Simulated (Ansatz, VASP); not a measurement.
# Cross-check of PdPt2 (Pt-Pd-Pt stack, (100) layers) between VASP and Ansatz, part 2 of 2

Aim: how closely do two programs agree when they are given the same cell, functional and k mesh? The cell is taken from a series of runs on this material, whose earlier steps may have relaxed, scaled, displaced or heated it; both programs get it as it stands.

VASP 6.6.1 and Ansatz 0.2.0.

So far: Starting point; VASP: zone-centre phonons, PBE.

## (3) Ansatz: zone-centre phonons, PBE

Level of this step: Ansatz beside VASP: Kohn-Sham DFT, plane waves, PBE (Ansatz).

Ansatz runs on its PAW soft_1 files.

The same cell, functional, mesh and smearing now go to Ansatz, which takes its cutoff from its data sets.

input.yaml reads:

```yaml
crystal:
  lattice:
    - [2.6717298678, 0.0, 0.0]
    - [0.0, 2.6717298678, 0.0]
    - [0.0, 0.0, 31.5799999848]
  atoms:
    - { symbol: Pt, position: [0.0, 0.0, 0.1704207732] }
    - { symbol: Pd, position: [0.5, 0.5, 0.2357504751] }
    - { symbol: Pt, position: [0.0, 0.0, 0.301080177] }
  periodic: [true, true, false]
kpoints:
  mp_grid: { grid: [9, 9, 1] }
hamiltonian:
  xc: pbe
  pseudopotentials: { kind: paw, azcp: { folder: soft_1 } }
scf:
  occupations: { method: methfessel_paxton, width: 0.2 }
output:
  eigenvalues: true
phonons:
  method: dfpt
  qmesh: [3, 3, 1]
  temperatures: { t_max: 1000, t_step: 50 }
  qpath:
    path: [[0.0, 0.0, 0.0], [0.0, 0.5, 0.0], [0.5, 0.5, 0.0], [0.0, 0.0, 0.0]]
    npoints: 10
  electrical_resistivity:
    mesh: [12, 12, 1]
    temperatures: [20.0, 50.0, 77.0, 100.0, 150.0, 200.0, 300.0, 400.0, 600.0, 800.0]
  superconductivity: { mesh: [12, 12, 1] }
```

Launch:

```sh
ansatz run input.yaml --threads 4 --pin off --max-ram 12288MiB --backend cpu --events-out ev --progress --plain --runs-dir out
```

Numbers of over 12 decimals in the logs are rounded to 6 here.

The log of the run:

```text
Warning: crystal.symmetry: narrowed to the stabiliser of the run's FFT grids — unitary ops 16 → 8. A phonons.method: dfpt run fills in the rows of the dynamical matrix that it does not solve by its symmetry operations, which is exact only for operations that map its FFT grids onto themselves: filled in by any other, the frequencies could depend on the order in which like atoms are typed, or, by more than the grids' own error, on where the crystal sits among the grids' points. Excluded: 8 operations. The run can therefore solve more perturbations, solve them on more k-points, or both, and cost more. [rest of the remark cut]
Engine: ansatz 0.2.0, aarch64-unknown-linux-gnu
Pseudopotentials: kind: paw
Pseudopotential: Pt, paw, valence charge 18, recommended cutoff 420 eV (normal), soft_1/Pt.paw.azcp
Pseudopotential: Pd, paw, valence charge 18, recommended cutoff 420 eV (normal), soft_1/Pd.paw.azcp
Functional definition: PBE
  parameter kappa = 0.804
  parameter beta = 0.066725
  exchange = pbe_x(kappa = kappa, mu = beta*pi^2/3)
  correlation = pbe_c(beta = beta)
Crystal: 3 atoms, lattice volume = 225.422 Å³
Basis set: ecut = 420 eV, 4421 PW (Γ), exchange–correlation on 36×36×432 points (8 copies of the dense FFT grid, shifted against one another)
Bands: 33, of which v1, the nominal top of the filled ones, is band 27 counted from 1 (26 counted from 0)
Symmetry: 16 space group operations
k-points: 15 of 81 (irreducible under 8 space group operations)
Non-local potential: Pt, projectors of the file, l = 0: 3, l = 1: 2, l = 2: 2, l = 3: 1
Non-local potential: Pd, projectors of the file, l = 0: 2, l = 1: 2, l = 2: 2, l = 3: 1
PAW form: soft (Blöchl's): semilocal exchange-correlation on the pseudo side does not see the compensation charge
PAW one-centre angular grid: Pt, 590 points (default); XC on 64 Gauss nodes
PAW one-centre angular grid: Pd, 590 points (default); XC on 64 Gauss nodes
Initial density: superposition of atomic densities (neutral atoms: chi_scale 0, normalization atom)
Initial wavefunctions: pseudopotential atomic-orbital guess
Functional: x = pbe(κ = 0.804, μ = 0.219515), c = pbe(β = 0.066725)
SCF iter   1: F=—  HF=-32024.585166 eV  |F-HF|=—  |Δ(HF+E_count)|=         —  Δρ=9.69e-2  dr2=4.98e1  ethr=3.10e-3  ⟨swp⟩=13.7  Hψ=3562  notcnv=0
preconditioner: auto → LDOS  [metal: Δε(μ)=0.004 eV  Ē_g=7.069 eV  σ=0.200 eV  W_gap=0.02  n_scr=20 (ndim 8)  ℏωp=13.5 eV  f_vac=0.745  D(μ)=5.98/eV (n_scr^D=22)  β→1.0]
SCF iter   2: F=—  HF=-32022.173242 eV  |F-HF|=—  |Δ(HF+E_count)|=    2.41e0  S|Δr|=    0.00e0  Δρ=5.41e-2  dr2=9.86e0  ethr=3.10e-3  ⟨swp⟩=4.3  Hψ=1483  notcnv=0  defer=7
SCF iter   3: F=—  HF=-32021.130900 eV  |F-HF|=—  |Δ(HF+E_count)|=    1.04e0  S|Δr|=    0.00e0  Δρ=3.14e-2  dr2=3.50e0  ethr=3.10e-3  ⟨swp⟩=4.1  Hψ=1426  notcnv=0  defer=7
SCF iter   4: F=—  HF=-32020.793514 eV  |F-HF|=—  |Δ(HF+E_count)|=   3.37e-1  S|Δr|=    0.00e0  Δρ=7.41e-3  dr2=4.44e-1  ethr=3.10e-3  ⟨swp⟩=3.1  Hψ=1118  notcnv=0  defer=6
[...]
k-point 1: bands = [... 23 lower, -6.8611, -6.3326, -6.2055, -5.8298, -5.5673, -5.3921, -5.0550, -2.9279, ... 2 higher]
  k-point 2: bands = [... 23 lower, -7.1757, -6.6205, -6.3603, -6.2942, -5.8414, -5.4882, -3.9654, -1.2991, ... 2 higher]
  k-point 14: bands = [... 23 lower, -5.8677, -5.5165, -4.5022, -4.3559, -1.8721, -0.2275, 0.3193, 2.3350, ... 2 higher]
--- Phonons (Γ-DFPT): 6 representative perturbations + reference (Σ response iterations 33) ---
  ASR residual: 1.199e-4 → 0.000e0 eV/Å²; symmetrization residual: 2.838e-7 eV/Å²
  The last average, over the group as it would stand without the narrowing to the FFT grids, took up to 6.104e-8 eV/Å² of the zone centre's force constants
  ASR residual per site (eV/Å²): 2.95e-5 1.20e-4 2.95e-5
  Γ frequencies (cm⁻¹): 0.00 0.00 0.00 44.20 44.20 92.72 121.20 121.20 191.12
--- Phonons (arbitrary-q DFPT): 3 irreducible q on the 3×3×1 mesh ---
  q = [0.0000, 0.0000, 0.0000] (star 1, of the zone-centre solve; hermiticity 5.05e-8, symmetrization 6.57e-13, taken by the last average 5.44e-9): -0.00 0.00 0.00 44.20 44.20 92.72 121.20 121.20 191.12
  q = [0.0000, 0.3333, 0.0000] (star 4, 9 solved perturbations on 45 of 81 k-point pairs; hermiticity 1.32e-7, symmetrization 2.69e-10, taken by the last average 2.07e-8): 37.79 55.93 59.40 73.40 105.23 113.58 138.24 181.80 216.81
  q = [0.3333, 0.3333, 0.0000] (star 4, 6 solved perturbations in 378 linear systems a pass and spin channel, the states on 81 of 81 k-point pairs; hermiticity 1.93e-8, symmetrization 2.15e-10, taken by the last average 3.68e-9): 64.17 78.29 115.65 115.89 118.26 129.35 168.86 206.01 211.23
  sum rule: each row above includes the acoustic sum rule's correction from the zone centre's row sums; it moved no ω² by more than (0.55 cm⁻¹)²
  mesh force constants: q→R imaginary residual 0.00e0; ASR residual 1.199e-4 → 0.000e0 eV/Å²; symmetrization residual 1.066e-14 eV/Å²
  interpolated dispersion: 31 rows × 9 modes
  density of states and harmonic sums: on the 24×24×1 q-mesh, interpolated from the force constants of a 3×3×1 supercell (no non-analytic term)
  largest difference from the sums on the solved wave vectors: F 8.11e-2 eV, S 1.09e-4 and C_V 2.83e-5 eV/K
  zero-point energy: 0.065439 eV/cell   skipped modes (ω ≤ 0): 3   left out of the sums: 5.79e-4 of the cell's modes: C_V's classical limit lies that fraction below 3 k_B per atom; for a crystal, a wire or a layer, F and S can be off by more, and a phonons.interpolated_qmesh denser along its periods is the remedy for the sampling
--- Electrical resistivity: potentials and phonons of a 3×3×1 supercell ---
  scattering by harmonic phonons alone, with no dipole-dipole term; scattering by other electrons, impurities, surfaces and spin disorder is left out, and so is spin–orbit coupling
  the resistivity is that of a variational response, whose dependence on the energy is improved iteratively
  tensors lie in the sheet's plane, the Hall coefficient along its normal; that, the resistivity and the plasma energy are of the whole cell, vacuum included; the cell is 31.580 Å high
  at the Fermi level of each mesh (of a tensor half of its trace):
           mesh   spin    states/(eV spin)  plasma energy (eV)         λ      λ_tr    ħω_log (meV)
        12×12×1                     2.8450              3.5655    0.4949    0.7123           8.170
          6×6×1                     2.9966              3.5892    0.6547    0.9807           8.514
          3×3×1                     3.8707              4.5298    0.8067    1.5302           8.942
  resistivity on the deck's mesh, µΩ·cm:
     T (K)       trace/2  mesh converged            xx            yy            zz    lowest order   relaxation time
     20.00     4.7389e-1              no     4.7389e-1     4.7389e-1      0.0000e0       8.3963e-1         5.9632e-1
     50.00      5.4007e0              no      5.4007e0      5.4007e0      0.0000e0        7.0804e0          5.8443e0
     77.00      1.1306e1              no      1.1306e1      1.1306e1      0.0000e0        1.4135e1          1.2089e1
    100.00      1.6357e1              no      1.6357e1      1.6357e1      0.0000e0        2.0187e1          1.7438e1
    150.00      2.6985e1              no      2.6985e1      2.6985e1      0.0000e0        3.3047e1          2.8707e1
    200.00      3.7274e1              no      3.7274e1      3.7274e1      0.0000e0        4.5584e1          3.9639e1
    300.00      5.7427e1              no      5.7427e1      5.7427e1      0.0000e0        7.0181e1          6.1095e1
    400.00      7.7278e1              no      7.7278e1      7.7278e1      0.0000e0        9.4386e1          8.2283e1
    600.00      1.1507e2              no      1.1507e2      1.1507e2      0.0000e0        1.4082e2          1.2291e2
    800.00      1.4797e2              no      1.4797e2      1.4797e2      0.0000e0        1.8318e2          1.5867e2
  sheet resistance at 20 K: 1.501 Ω
  mean free path at 20 K (of a tensor half of its trace): 653 nm by what each carries, 379 by the Fermi surface alone
  Hall coefficient in a weak field at 20 K (along the normal): 9.200e-11 m³/C (how far it moves between the two finest meshes is not known); by each state's relaxation time: 1.186e-10 m³/C; by a constant relaxation time: -3.385e-10 m³/C
  sheet resistance at 50 K: 17.10 Ω
  mean free path at 50 K (of a tensor half of its trace): 46.5 nm by what each carries, 33.3 by the Fermi surface alone
  Hall coefficient in a weak field at 50 K (along the normal): 8.704e-11 m³/C (how far it moves between the two finest meshes is not known); by each state's relaxation time: 8.629e-11 m³/C; by a constant relaxation time: -3.363e-10 m³/C
  sheet resistance at 77 K: 35.80 Ω
  mean free path at 77 K (of a tensor half of its trace): 20.9 nm by what each carries, 15.9 by the Fermi surface alone
  Hall coefficient in a weak field at 77 K (along the normal): 8.181e-11 m³/C (how far it moves between the two finest meshes is not known); by each state's relaxation time: 7.786e-11 m³/C; by a constant relaxation time: -3.369e-10 m³/C
  sheet resistance at 100 K: 51.80 Ω
  mean free path at 100 K (of a tensor half of its trace): 14.2 nm by what each carries, 11.0 by the Fermi surface alone
  Hall coefficient in a weak field at 100 K (along the normal): 8.221e-11 m³/C (how far it moves between the two finest meshes is not known); by each state's relaxation time: 7.734e-11 m³/C; by a constant relaxation time: -3.387e-10 m³/C
  sheet resistance at 150 K: 85.45 Ω
  mean free path at 150 K (of a tensor half of its trace): 8.50 nm by what each carries, 6.66 by the Fermi surface alone
  sheet resistance at 200 K: 118.0 Ω
  mean free path at 200 K (of a tensor half of its trace): 6.16 nm by what each carries, 4.82 by the Fermi surface alone
  sheet resistance at 300 K: 181.8 Ω
  mean free path at 300 K (of a tensor half of its trace): 4.02 nm by what each carries, 3.13 by the Fermi surface alone
  sheet resistance at 400 K: 244.7 Ω
  mean free path at 400 K (of a tensor half of its trace): 3.01 nm by what each carries, 2.33 by the Fermi surface alone
  sheet resistance at 600 K: 364.4 Ω
  mean free path at 600 K (of a tensor half of its trace): 2.10 nm by what each carries, 1.56 by the Fermi surface alone
  sheet resistance at 800 K: 468.5 Ω
  mean free path at 800 K (of a tensor half of its trace): 1.84 nm by what each carries, 1.22 by the Fermi surface alone
  Hall coefficient in a weak field at 800 K (along the normal): -4.881e-11 m³/C (how far it moves between the two finest meshes is not known); by each state's relaxation time: -3.808e-11 m³/C; by a constant relaxation time: -3.399e-10 m³/C
  the resistivity times a path that all electrons share, by the Fermi surface of the deck's mesh alone (half of the trace): 1.798e-15 Ω·m²
  not converged in the mesh (λ; λ_tr; the resistivity at 20 K by 51.24 %; the resistivity at 50 K by 35.59 %; the resistivity at 77 K by 36.73 %; the resistivity at 100 K by 37.41 %; the resistivity at 150 K by 38.02 %; the resistivity at 200 K by 38.00 %; the resistivity at 300 K by 36.77 %; the resistivity at 400 K by 34.78 %; the resistivity at 600 K by 30.54 %; the resistivity at 800 K by 29.50 %): between neighb [...]
  vibrations of 9 cells: unjudged by the run; compare a larger repeat
  the changes of the potential over all sites missed a rigid shift's by 0.41 % (the site terms' by 0.01 %)
[the section on superconductivity is kept apart]
```

The column dr2 measures how far the density is from self-consistency, as an energy; F and HF (Harris–Foulkes) agree once it is small.

## (4) Side by side

Known differences besides the potentials themselves: Ansatz cuts the interaction across the vacuum, VASP repeats the sheet without a dipole correction; VASP's run holds the zone centre alone; the data sets hold 54 valence electrons in Ansatz (on its PAW soft_1 files) and 30 in VASP; the cutoff is 420 eV in Ansatz and 500 eV in VASP. Total energies have different zeros and are not compared.

Both answers:

```csv
quantity,Ansatz,VASP,difference
optical mode 1 to 2 (cm⁻¹),44.2,45.3,-1.1
optical mode 3 (cm⁻¹),92.7,92.7,+0.05 %
optical mode 4 to 5 (cm⁻¹),121.2,120.5,+0.59 %
optical mode 6 (cm⁻¹),191.1,190.7,+0.23 %
```

Modes are paired by rising frequency, not by their patterns, so a pair may set unlike modes beside each other; they are those without the splitting of longitudinal modes. Where the cell holds vacuum, a pressure given here is an average over it and none of the material.

## (5) What came out

| Property | Result |
| --- | --- |
| r.m.s. difference of the optical zone-centre modes, each program's sorted by frequency (zone-centre phonons, PBE) | 0.76 cm⁻¹ |
| difference in optical mode 4 to 5 (zone-centre phonons, PBE) | +0.6 % |

The r.m.s. difference of the optical zone-centre modes, each program's sorted by frequency is 0.76 cm⁻¹ (zone-centre phonons, PBE). The data sets hold unlike numbers of valence electrons (54 in Ansatz and 30 in VASP), so part of the differences may come from the potentials. Among the rows given in per cent, the largest difference of the zone-centre phonons, PBE pair is in optical mode 4 to 5, +0.6 %. Such differences can come from data sets, numerical settings and the points named under the comparisons, not from the functional's error against experiment.

[Lines on the potential files, build, host, timing and source positions are cut from VASP's logs without a mark.]

[Logs are printed without paths, hosts, clocks, repeated set-up lines and the standing remarks that a program may print on its own settings, such as how far it seeks lower states.]

[Hosts, paths, dates, database ids (printed as entryN), source tags and the programs' standing remarks are cut or masked in the printed files.]
